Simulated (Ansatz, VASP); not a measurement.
# Al22Ga16O57 (amorphous 42Ga2O3-58Al2O3 (mol %)): VASP beside Ansatz

Aim: how closely do two programs agree when they are given the same cell, functional and k mesh? The cell is taken from a series of runs on this material, whose earlier steps may have relaxed, scaled, displaced or heated it; both programs get it as it stands.

Main program and level: Ansatz 0.2.0; plane waves, with VASP 6.6.1 beside it; single point at PBE.

### 1. Set-up

The cell holds 95 atoms: 16 Ga, 22 Al and 57 O. Its edges and angles: a = 10.202 Å, b = 10.163 Å, c = 9.957 Å, α = 88.1°, β = 88.9°, γ = 90.9°. As first built, before any earlier steps moved the atoms (in the runner's words): 95 atoms (16 Fe, 22 Al, 57 O) placed at random at 3.62 g/cm^3, melted at 5000 K for 10 ps at fixed volume with the Morse and Coulomb pair potential with partial charges (Pedone, Malavasi, Menziani, Cormack and Segre, J. Phys. Chem. B 110, 11780 (2006)). Quenched from 5000 K to 300 K at 100 K/ps and fixed volume, held 10 ps at zero pressure, then minimised at fixed cell. Then Fe was replaced by Ga and the cell scaled by 1.006 (the potential has no terms for the new elements, so the cell is a start for a DFT relaxation).

### 2. Ansatz: single point, PBE

Ansatz runs on its default PAW (the set named soft_2) files.

A single point gives forces, pressure and levels at one fixed geometry, so differences don't come from the geometry; what else differs is listed under the comparison.

Contents of input.yaml:

```yaml
crystal:
  lattice:
    - [10.2011, -0.07829, 0.09733]
    - [-0.07829, 10.16156, 0.1714]
    - [0.09733, 0.1714, 9.95483]
  atoms:
    - { symbol: Ga, position: [0.80713, 0.44397, 0.67842] }
    - { symbol: Ga, position: [0.62246, 0.56882, 0.84055] }
    - { symbol: Ga, position: [0.03663, 0.43387, 0.9697] }
    - { symbol: Ga, position: [0.5655, 0.72864, 0.57397] }
    - { symbol: Ga, position: [0.34152, 0.56071, 0.05711] }
    - { symbol: Ga, position: [0.3352, 0.53138, 0.48455] }
    - { symbol: Ga, position: [0.12809, 0.78026, 0.40738] }
    - { symbol: Ga, position: [0.02544, 0.24877, 0.71149] }
    - { symbol: Ga, position: [0.53115, 0.32198, 0.06068] }
    - { symbol: Ga, position: [0.52066, 0.13302, 0.39428] }
    - { symbol: Ga, position: [0.63849, 0.8801, 0.87414] }
    - { symbol: Ga, position: [0.94205, 0.35085, 0.42072] }
    - { symbol: Ga, position: [0.62866, 0.63077, 0.13754] }
    - { symbol: Ga, position: [0.85755, 0.65287, 0.38585] }
    - { symbol: Ga, position: [0.78985, 0.18029, 0.88987] }
    - { symbol: Ga, position: [0.57406, 0.02854, 0.09626] }
    - { symbol: Al, position: [0.07015, 0.57456, 0.6556] }
    - { symbol: Al, position: [0.10064, 0.14553, 0.99312] }
    - { symbol: Al, position: [0.84568, 0.79732, 0.64317] }
    - { symbol: Al, position: [0.62507, 0.43594, 0.41823] }
    - { symbol: Al, position: [0.20318, 0.0415, 0.25801] }
    - { symbol: Al, position: [0.32938, 0.65726, 0.78603] }
    - { symbol: Al, position: [0.00441, 0.92552, 0.91247] }
    - { symbol: Al, position: [0.03544, 0.05136, 0.51441] }
    - { symbol: Al, position: [0.89362, 0.6668, 0.90785] }
    - { symbol: Al, position: [0.92503, 0.13091, 0.21274] }
    - { symbol: Al, position: [0.10704, 0.51623, 0.26045] }
    - { symbol: Al, position: [0.33168, 0.92196, 0.57834] }
    - { symbol: Al, position: [0.32353, 0.33026, 0.84335] }
    - { symbol: Al, position: [0.40932, 0.80275, 0.28643] }
[... 59 atom lines left out ...]
    - { symbol: O, position: [0.30656, 0.72237, 0.9546] }
    - { symbol: O, position: [0.57914, 0.27964, 0.49318] }
    - { symbol: O, position: [0.0011, 0.01281, 0.09291] }
    - { symbol: O, position: [0.24457, 0.60058, 0.63488] }
    - { symbol: O, position: [0.53439, 0.171, 0.1992] }
    - { symbol: O, position: [0.67404, 0.86321, 0.69414] }
kpoints:
  mp_grid: { grid: [1, 1, 1] }
hamiltonian:
  xc: pbe
scf:
  occupations: { method: fixed }
output:
  forces: true
  stress: true
  populations: true
  dos:
    method: { smearing: { sigma: 0.15 } }
    de: 0.1
    projected: { site_lists: { Al: [Al], Ga: [Ga], O: [O] } }
  eigenvalues: true
  write_density: true
  write_potential: true
  volumetric_format: npy
  elf: true
```

Started as:

```console
$ ansatz run input.yaml --threads 4 --pin off --max-ram 8192MiB --backend cpu --events-out ev --progress --plain --runs-dir out
```

Numbers of over 12 decimals in the logs are rounded to 6 here.

The program printed:

```text
Engine: ansatz 0.2.0, x86_64-unknown-linux-gnu
Pseudopotentials: kind: paw
Pseudopotential: Ga, paw, valence charge 13, recommended cutoff 420 eV (normal), Ga.paw.azcp
Pseudopotential: Al, paw, valence charge 3, recommended cutoff 420 eV (normal), Al.paw.azcp
Pseudopotential: O, paw, valence charge 6, recommended cutoff 420 eV (normal), O.paw.azcp
Functional definition: PBE
  parameter kappa = 0.804
  parameter beta = 0.066725
  exchange = pbe_x(kappa = kappa, mu = beta*pi^2/3)
  correlation = pbe_c(beta = beta)
Crystal: 95 atoms, lattice volume = 1031.449 Å³
Basis set: ecut = 420 eV, 20159 PW (Γ), exchange–correlation on 144×144×144 points (8 copies of the dense FFT grid, shifted against one another)
Bands: 403, of which v1, the nominal top of the filled ones, is band 308 counted from 1 (307 counted from 0)
Symmetry: 1 space group operations
Space group: P1 (ITA 1), of the structure as read, at distance tolerance 1.0e-4 Å
k-points: 1
Non-local potential: Ga, projectors of the file, l = 0: 2, l = 1: 2, l = 2: 3, l = 3: 1
Non-local potential: Al, projectors of the file, l = 0: 2, l = 1: 2, l = 2: 1
Non-local potential: O, projectors of the file, l = 0: 2, l = 1: 2, l = 2: 1
PAW form: soft (Blöchl's): semilocal exchange-correlation on the pseudo side does not see the compensation charge
PAW one-centre angular grid: Ga, 590 points (default); XC on 64 Gauss nodes
PAW one-centre angular grid: Al, 110 points (default); XC on 64 Gauss nodes
PAW one-centre angular grid: O, 110 points (default); XC on 64 Gauss nodes
Initial density: superposition of atomic densities (neutral atoms: chi_scale 0, normalization atom), corrected by the library's trained network
Initial wavefunctions: pseudopotential atomic-orbital guess
Functional: x = pbe(κ = 0.804, μ = 0.219515), c = pbe(β = 0.066725)
SCF iter   1: F=—  HF=-104781.117540 eV  |F-HF|=—  |Δ(HF+E_count)|=         —  Δρ=2.41e-3  dr2=5.28e-2  ethr=1.77e-3  ⟨swp⟩=5.0  Hψ=1402  notcnv=0  defer=93
preconditioner: auto → Resta (q_TF=auto, 2.504 Å⁻¹)  ε∞=3.9  [insulator: Δε(μ)=2.453 eV  Ē_g=16.740 eV  n_scr=254 (ndim 8)  ℏωp=28.7 eV  f_vac=0.037  ε∞_Penn≈3.9]
SCF iter   2: F=—  HF=-104781.126215 eV  |F-HF|=—  |Δ(HF+E_count)|=   8.67e-3  Δρ=1.27e-3  dr2=1.15e-2  ethr=8.56e-6  ⟨swp⟩=2.0  Hψ=774  notcnv=0  defer=93
SCF iter   3: F=—  HF=-104781.130112 eV  |F-HF|=—  |Δ(HF+E_count)|=   3.90e-3  Δρ=5.18e-4  dr2=3.26e-3  ethr=1.86e-6  ⟨swp⟩=2.0  Hψ=485  notcnv=0  defer=93
SCF iter   4: F=—  HF=-104781.130808 eV  |F-HF|=—  |Δ(HF+E_count)|=   6.96e-4  Δρ=1.55e-4  dr2=2.51e-4  ethr=5.29e-7  ⟨swp⟩=2.0  Hψ=485  notcnv=0  defer=93
SCF iter   5: F=—  HF=-104781.130859 eV  |F-HF|=—  |Δ(HF+E_count)|=   5.09e-5  Δρ=9.65e-5  dr2=8.31e-5  ethr=4.07e-8  ⟨swp⟩=2.0  Hψ=610  notcnv=0  defer=92
SCF iter   6: F=—  HF=-104781.131430 eV  |F-HF|=—  |Δ(HF+E_count)|=   5.71e-4  Δρ=2.20e-5  dr2=5.35e-6  ethr=1.35e-8  ⟨swp⟩=2.0  Hψ=699  notcnv=0  defer=91
SCF iter   7: F=—  HF=-104781.131434 eV  |F-HF|=—  |Δ(HF+E_count)|=   4.66e-6  Δρ=1.34e-5  dr2=1.74e-6  ethr=8.68e-10  ⟨swp⟩=2.0  Hψ=604  notcnv=0  defer=91
SCF iter   8: F=—  HF=-104781.131435 eV  |F-HF|=—  |Δ(HF+E_count)|=   5.45e-7  Δρ=5.01e-6  dr2=2.70e-7  ethr=2.82e-10  ⟨swp⟩=2.0  Hψ=610  notcnv=0  defer=91
SCF iter   9: F=-104781.131435 eV  HF=-104781.131435 eV  |F-HF|=9.87e-9  |Δ(HF+E_count)|=   1.69e-7  Δρ=1.72e-6  dr2=3.42e-8  ethr=1.62e-11  ⟨swp⟩=20.0  Hψ=3303  notcnv=0
SCF 1 converged in 9 iterations: F = -104781.131435 eV  dr2 = 3.42e-8
  greatest PAW one-centre occupation: 0.998 electrons in one spin orbital (limit 2), on the Ga atom at site 11 (counted from 0), in its partial waves of l = 2
SCF converged after 9 iterations
Free energy (F): -104781.131435 eV
Harris-Foulkes:  -104781.131435 eV  (|F-HF|=9.87e-9)
Internal energy: -104781.131435 eV  (E = F + TS)
E sigma→0 (E₀):  -104781.131435 eV
Fermi energy:    6.498955 eV
--- Per-component energies (eV) ---
  E_band       = -1166.307708
  E_kinetic    = 12496.189696
  E_local      = -60563.508862  (includes V_loc(G=0)·N_el)
  E_nonlocal   = 9872.739231
  E_hartree    = 26477.626946
  E_xc         = -6190.156997
  E_vxc        = -6946.370275  (∫ρ·V_xc dr)
  E_paw        = -51289.279083  (= ΣΔE_a)
  E_vpaw       = -8980.746177  (= ΣTr[D̂ρ^β])
  E_aug_tail   = 0.140295  (compensation charges beyond the density's cutoff)
  E_ewald      = -35584.882663
  E_smearing   = -0.000000  (= −TS)
  E_closure    = -0.000000  (closes the sum)
  Σ components = -104781.131435   (vs F -104781.131435, Δ=0.00e0)
--- Forces (eV/Å), atoms counted from 1 ---
  atom   1  Ga    -0.00487448    -0.00384504     0.00668844
  atom   2  Ga    -0.00487587     0.00198146     0.00903399
  atom   3  Ga     0.00422206     0.00085639     0.00558606
  atom   4  Ga    -0.01578285     0.00474428     0.00700151
  atom   5  Ga     0.00088092     0.00774456    -0.00110320
[...]
atom  50  O     -0.00362659     0.00457035     0.00022518
  atom  51  O      0.00769172     0.00482458     0.00506961
  atom  52  O      0.00567930     0.00355637     0.00237370
  atom  53  O     -0.00480238     0.00145428    -0.00012988
  atom  54  O      0.00281101    -0.00253081     0.00282659
  atom  55  O      0.00315902    -0.00521639    -0.00030574
  atom  56  O     -0.00538565     0.00663016     0.00391728
  atom  57  O     -0.00057599    -0.00208119     0.00400941
  atom  58  O     -0.00752813     0.00172697     0.00396964
  atom  59  O      0.00270068     0.00054032     0.00235048
  atom  60  O     -0.00337777     0.00285035     0.00055944
  atom  61  O      0.00468724     0.00614098     0.00587554
  atom  62  O     -0.00429637    -0.00171207     0.00586137
  atom  63  O     -0.00037576     0.00091011    -0.00406433
  atom  64  O     -0.00919956     0.00004751    -0.00200493
  atom  65  O      0.00864086    -0.00003604    -0.00920877
  atom  66  O     -0.00077737    -0.00037470     0.00936994
  atom  67  O      0.00137141    -0.00208954     0.00005598
  atom  68  O      0.00136436     0.00588381     0.00170839
[...]
atom  88  O      0.00028446     0.00119073    -0.00399586
  atom  89  O      0.00309046     0.00496443    -0.00114590
  atom  90  O      0.00256517    -0.00579210     0.00215419
  atom  91  O      0.00415477    -0.00153028     0.00678680
  atom  92  O     -0.00546677    -0.00180401    -0.00116757
  atom  93  O      0.00187087    -0.00377769    -0.00711055
  atom  94  O      0.00951641    -0.00189343    -0.00664166
  atom  95  O      0.00982364    -0.00136256    -0.00804130
  max |Σ_I F_I| component: 7.93e-5 eV/Å
--- Stress (GPa, compression-positive) ---
        0.013546       0.002212       0.009283
        0.002225       0.012714       0.001382
        0.009289       0.001386       0.014147
  P = ⅓ Tr σ = 0.0135 GPa (0.135 kbar)
--- Band table (eV) ---
  k-point 0: bands = [... 304 lower, 6.0914, 6.1632, 6.2296, 6.4990, 8.9547, 10.7291, 10.9357, 11.0573, ... 91 higher]
--- Löwdin populations: 95 sites ---
  site symbol       q [e]
     0     Ga     11.9720
     1     Ga     11.9507
     2     Ga     11.9619
     3     Ga     11.9532
     4     Ga     11.9480
     5     Ga     11.9261
     6     Ga     11.9626
     7     Ga     11.9848
     8     Ga     11.9805
     9     Ga     11.9627
    10     Ga     11.9501
    11     Ga     11.9673
    12     Ga     11.9622
    13     Ga     11.9685
    14     Ga     11.9643
    15     Ga     11.9288
    16     Al      1.6696
    17     Al      1.7215
    18     Al      1.7206
    19     Al      1.6457
    20     Al      1.6545
    21     Al      1.6589
    22     Al      1.6544
    23     Al      1.6562
[...]
87      O      6.8035
    88      O      6.7065
    89      O      6.7943
    90      O      6.7527
    91      O      6.8169
    92      O      6.7621
    93      O      6.6372
    94      O      6.6905
  spilling = 0.005348 (of n_electrons = 616.000000)
```

The column dr2 measures how far the density is from self-consistency, as an energy; F and HF (Harris–Foulkes) agree once it is small.

### 3. VASP: single point, PBE

The same cell, functional and mesh now go to VASP, with its own data sets and cutoff.

Lines of VASP's logs that name or quote its potential files are left out, and so is its time.

Contents of INCAR:

```
SYSTEM = Al22Ga16O57
PREC = Accurate
ENCUT = 520
EDIFF = 1E-05
NELM = 100
ISMEAR = 0
SIGMA = 0.01
LREAL = Auto
ALGO = Fast
GGA = PE
NBANDS = 374
LORBIT = 11
LWAVE = .FALSE.
LCHARG = .FALSE.
ISIF = 2
```

Contents of POSCAR:

```
Al22Ga16O57
1.0
   10.2011000000     -0.0782900000      0.0973300000
   -0.0782900000     10.1615600000      0.1714000000
    0.0973300000      0.1714000000      9.9548300000
Ga Al O
16 22 57
Direct
    0.8071300000      0.4439700000      0.6784200000
    0.6224600000      0.5688200000      0.8405500000
    0.0366300000      0.4338700000      0.9697000000
    0.5655000000      0.7286400000      0.5739700000
    0.3415200000      0.5607100000      0.0571100000
    0.3352000000      0.5313800000      0.4845500000
    0.1280900000      0.7802600000      0.4073800000
    0.0254400000      0.2487700000      0.7114900000
    0.5311500000      0.3219800000      0.0606800000
    0.5206600000      0.1330200000      0.3942800000
    0.6384900000      0.8801000000      0.8741400000
    0.9420500000      0.3508500000      0.4207200000
    0.6286600000      0.6307700000      0.1375400000
    0.8575500000      0.6528700000      0.3858500000
    0.7898500000      0.1802900000      0.8898700000
    0.5740600000      0.0285400000      0.0962600000
    0.0701500000      0.5745600000      0.6556000000
    0.1006400000      0.1455300000      0.9931200000
    0.8456800000      0.7973200000      0.6431700000
    0.6250700000      0.4359400000      0.4182300000
    0.2031800000      0.0415000000      0.2580100000
    0.3293800000      0.6572600000      0.7860300000
    0.0044100000      0.9255200000      0.9124700000
    0.0354400000      0.0513600000      0.5144100000
    0.8936200000      0.6668000000      0.9078500000
    0.9250300000      0.1309100000      0.2127400000
    0.1070400000      0.5162300000      0.2604500000
    0.3316800000      0.9219600000      0.5783400000
    0.3235300000      0.3302600000      0.8433500000
    0.4093200000      0.8027500000      0.2864300000
[... 59 atom lines left out ...]
    0.3065600000      0.7223700000      0.9546000000
    0.5791400000      0.2796400000      0.4931800000
    0.0011000000      0.0128100000      0.0929100000
    0.2445700000      0.6005800000      0.6348800000
    0.5343900000      0.1710000000      0.1992000000
    0.6740400000      0.8632100000      0.6941400000
```

Contents of KPOINTS:

```
Automatic mesh
0
Gamma
1 1 1
0 0 0
```

The projector-augmented-wave data sets are Ga_d, Al and O (PBE family, release 64).

Started as:

```console
$ export OMP_NUM_THREADS=5
$ mpirun -np 1 vasp_gam
```

The program printed:

```text
[banner, memory and clock lines left out]
running    1 mpi-ranks, on    1 nodes
[...]
Offloading initialized ...    1 GPUs detected
[...]
LDA part: xc-table for (Slater+PW92), standard interpolation
 POSCAR, INCAR and KPOINTS ok, starting setup
[...]
entering main loop
       N       E                     dE             d eps       ncg     rms          rms(c)
DAV:   1     0.159694161945E+05    0.15969E+05   -0.23205E+05   756   0.267E+03
DAV:   2     0.373446323449E+04   -0.12235E+05   -0.11472E+05   748   0.840E+02
DAV:   3    -0.224898696511E+03   -0.39594E+04   -0.36941E+04  1044   0.350E+02
DAV:   4    -0.709810262699E+03   -0.48491E+03   -0.47845E+03  1040   0.133E+02
[...]
RMM:  17    -0.637853243012E+03   -0.19545E-04   -0.29126E-04   997   0.234E-02    0.122E-02
RMM:  18    -0.637853247189E+03   -0.41770E-05   -0.12330E-04   902   0.169E-02    0.848E-03
RMM:  19    -0.637853250841E+03   -0.36513E-05   -0.42791E-05   809   0.110E-02
   1 F= -.63785325E+03 E0= -.63785325E+03  d E =-.868607E-60
```

Parts of OUTCAR (step 3):

```text
  Total        1.3451918      1.6363562      1.6406272     -0.1427838      0.1543008     -0.1622030
  in kB        2.0895224      2.5417958      2.5484300     -0.2217899      0.2396796     -0.2519543
  external PRESSURE =       2.3932494 kB  Pullay stress =       0.0000000 kB

 POSITION                                       TOTAL-FORCE (eV/Angst)
 -----------------------------------------------------------------------------------
      8.26489      4.56452      6.90821         0.023264     -0.014242     -0.006710
      6.38705      5.87544      8.52561        -0.023006     -0.007215      0.006053
      0.43408      4.57213      9.73113         0.028968     -0.030220     -0.016005
      5.76754      7.45822      5.89370        -0.012896      0.015265      0.017844
      3.44554      5.68074      0.69787         0.024018      0.027384      0.022626
      3.42497      5.45646      4.94732         0.010376      0.000394      0.002536
      1.28522      7.98846      4.20160        -0.022085      0.006915     -0.001483
[...]
5.61760      2.75762      7.12983        -0.000620     -0.010532     -0.011792
      2.77160      2.98657      2.63779         0.001688     -0.001593     -0.000794
      8.22762      3.86245      1.57288        -0.009074      0.007366      0.004749
      3.15796      2.28080      5.42142        -0.016586      0.014271      0.015593
      7.08414      9.08258      3.61786        -0.017840      0.018790      0.007551
      1.67239      9.40337      5.33487         0.015679      0.038780      0.011142
[...]
-----------------------------------------------------------------------------------
    total drift:                                0.030153      0.027307     -0.043854

  FREE ENERGIE OF THE ION-ELECTRON SYSTEM (eV)
  ---------------------------------------------------
  free  energy   TOTEN  =      -637.8532508406 eV

  energy  without entropy=     -637.8532508406  energy(sigma->0) =     -637.85325084

[... 3 further parts left out ...]
[key lines of the parts left out:]
E-fermi :   4.1420
```

The run ends at a pressure of 0.24 GPa, with forces up to 0.074 eV/Å.

### 4. Side by side

Known differences besides the potentials themselves: fixed occupations in Ansatz, narrow Gaussian smearing in VASP; the cutoff is 420 eV in Ansatz and 520 eV in VASP (PREC = Accurate, projectors in real space); VASP leaves aspherical gradient terms in its spheres out (LASPH is not set), Ansatz keeps them. Total energies have different zeros and are not compared.

The two programs side by side:

```tsv
quantity	Ansatz	VASP	difference
pressure (GPa)	0.01	0.24	-0.23
gap on the k mesh (eV)	2.456	2.429	+0.027
```

Forces on 7 of the 95 atoms, those with the largest forces and the largest differences (eV/Å; atoms numbered as in POSCAR):

```tsv
atom	Ansatz x, y, z	VASP x, y, z
O57	-0.001, -0.002, 0.004	-0.032, -0.034, 0.046
O61	0.005, 0.006, 0.006	0.049, -0.027, 0.023
O64	-0.009, 0.000, -0.002	-0.016, 0.035, -0.047
O73	0.003, -0.008, -0.002	0.046, 0.058, -0.006
O75	0.000, -0.001, 0.002	-0.058, 0.024, 0.016
O78	0.002, -0.001, -0.004	0.046, -0.017, -0.038
O81	-0.005, -0.007, -0.008	-0.065, -0.013, -0.020
```

The forces differ by 20 meV/Å r.m.s., where the r.m.s. force is 0.005 eV/Å in Ansatz and 0.021 eV/Å in VASP: the cell lies near the minimum of Ansatz, so a percentage would say little (all taken over all components). A gap on the mesh is an upper bound, since the band edges may lie between its points.

### 5. What the set-up changes

Further runs change the set-up of one program: Ansatz's method, potentials or start, or VASP's data sets, cutoff or form of LDA. The table gives Ansatz less VASP for each quantity, since a change that brings one quantity closer may part another.

```tsv
run	r.m.s. force difference (meV/Å)	pressure (GPa)	gap on the k mesh (eV)
as above	20	-0.23	0.027
VASP with the data sets Ga_d_GW, Al_GW and O_GW and a cutoff of 670 eV	24	0.40	0.021
VASP with the data sets Ga_h, Al and O_h and a cutoff of 1230 eV	15	0.062	0.012
```

### 6. Summary of results

| Property | Result |
| --- | --- |
| r.m.s. force difference (single point, PBE) | 20 meV/Å |

**Reading.** The r.m.s. force difference is 20 meV/Å (single point, PBE), beyond the 12 meV/Å picked in this series as the mark of a large difference. Single point, PBE, VASP with the data sets Ga_d_GW, Al_GW and O_GW and a cutoff of 670 eV: the difference in pressure goes from -0.23 to 0.40 GPa. Single point, PBE, VASP with the data sets Ga_h, Al and O_h and a cutoff of 1230 eV: the difference in pressure goes from -0.23 to 0.062 GPa; the difference in gap on the k mesh goes from 0.027 to 0.012 eV. Such differences can come from data sets, numerical settings and the points named under the comparisons, not from the functional's error against experiment.

[Lines on the potential files, build, host, timing and source positions are cut from VASP's logs without a mark.]

[Logs are printed without paths, hosts, clocks, repeated set-up lines and the standing remarks that a program may print on its own settings, such as how far it seeks lower states.]

[Hosts, paths, dates, database ids (printed as entryN), source tags and the programs' standing remarks are cut or masked in the printed files.]
